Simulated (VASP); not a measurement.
Level of theory: LDA (Ceperley-Alder, Perdew-Zunger), VASP's LDA PAW potentials (set 64) (plane waves; VASP).

The input files of a VASP run:

File POSCAR:
```
Au
1
    0.0000000000     1.9515516886     1.9515516886
    1.9515516886     0.0000000000     1.9515516886
    1.9515516886     1.9515516886     0.0000000000
Au
1
Direct
  0.0000000000   0.0000000000   0.0000000000
```

File KPOINTS:
```
Automatic mesh
0
Gamma
16 16 16
0 0 0
```

### INCAR
```
! general
SYSTEM  = Au
PREC    = Accurate
ENCUT   = 500
LREAL   = F
LASPH   = T

! electronic loop
EDIFF   = 1E-6
NELM    = 100
ALGO    = Normal
LMAXMIX = 6

! smearing
ISMEAR  = 1
SIGMA   = 0.1

! ions
IBRION  = 2
NSW     = 40
ISIF    = 3
EDIFFG  = -0.02
PSTRESS = 450

! output
LWAVE   = F
LCHARG  = F
```

POTCAR, in this order: Au (LDA.64 set). Program: vasp_std.

### Question
What will the output report for the number of irreducible k-points (NKPTS), largest plane-wave count, number of space-group operations, FFT grid (NGX, NGY, NGZ)?

### Answer

```yaml
number of irreducible k-points (NKPTS): 145
largest_plane_wave_count: 391
number_of_space_group_operations: 48
FFT grid (NGX, NGY, NGZ): 20 × 20 × 20
```

The compound is Au in the fcc structure. This run relaxes it under an external pressure of 45 GPa. Symmetry was kept, so distortions that lower it aren't found.
